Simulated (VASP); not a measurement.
A cell of NaCl (rock salt) near equilibrium:

```xyz
2
Lattice="0.0000 2.7909 2.7909 2.7909 0.0000 2.7909 2.7909 2.7909 0.0000" Properties=species:S:1:pos:R:3 pbc="T T T"
Na     0.0000     0.0000     0.0000
Cl     2.7909     2.7909     2.7909
```

Calculation: r2SCAN meta-GGA, VASP's PBE PAW potentials (set 64) (plane waves; VASP).

```tsv
run	ΔE (meV/atom)	σxx	σyy	σzz	largest shear component, with its sign (GPa)	gap (eV)
as it is	0.0	0.12	0.12	0.12	0.00	6.05
after one change	3.2	-1.45	-0.29	-0.29	0.00	5.91
```
Stress is in GPa, positive when the cell is compressed; gaps are those on the k-mesh, and 0.00 means metallic.

Problem. What was changed between the two runs?
A) uniaxial strain of -0.5 % along y
B) uniaxial strain of +3.0 % along x
C) biaxial strain of -1.5 % in the xz plane

Solution. B, uniaxial strain of +3.0 % along x

The compound is NaCl in the rock salt structure.
